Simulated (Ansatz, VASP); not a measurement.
## One calculation of Lu3Sc2O, two programs

```
Lu Sc O
1.0
     4.26582    0.00000    0.00000
    -2.13291    3.69431    0.00000
     0.00000    0.00000    7.34133
Lu Sc O
3 2 1
Direct
  0.33333 0.66667 0.00000
  0.66667 0.33333 0.00000
  0.00000 0.00000 0.50000
  0.00000 0.00000 0.77872
  0.00000 0.00000 0.22128
  0.00000 0.00000 0.00000
```

Alike in both runs: task single point; functional PBE; k mesh 6 × 6 × 4; occupations gaussian, width 0.1 eV; no spin polarisation.

```csv
,VASP,Ansatz
version,VASP 6.6.1,Ansatz 0.2.0
potentials or method,"VASP PAW PBE potentials, release 64 (Lu, Sc_sv, O)","scalar-relativistic, plane waves, PAW"
plane-wave cutoff (eV),520,420
valence electrons in the cell,103,103
```

|  | VASP | Ansatz | Ansatz less VASP |
| --- | --- | --- | --- |
| gap on the k mesh at the Fermi level (eV) | none | none | - |
| rms of the force components (eV/Å) | 2.172 | 2.289 | +0.1173 |

Atom by atom the forces differ by 0.117 eV/Å (rms over components). A gap of «none» marks a metal or a gap that the smearing closes.

Caveats: an odd number of electrons without spin polarisation forces a metal; a magnetic or distorted state may lie lower. Spin-orbit coupling is left out, which matters for the levels of Lu.
